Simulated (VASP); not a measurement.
Take PbO$_{2}$ (rutile), against free atoms with fixed spin and no zero-point term, in VASP with PAW potentials, and its cohesive energy.

Problem. One run gives 4.99 eV/atom. Which level is it?
(A) PBEsol
(B) LDA
(C) PBE

Solution. B, LDA.  The others give 4.23 (PBEsol), 3.84 (PBE).

Only levels that ran to the end are used. Left out are those held back, those with too coarse a band path, GW runs whose mesh misses a band edge, hybrids' fits of cells that aren't cubic and levels without matching references; a question may draw on a part of the rest.
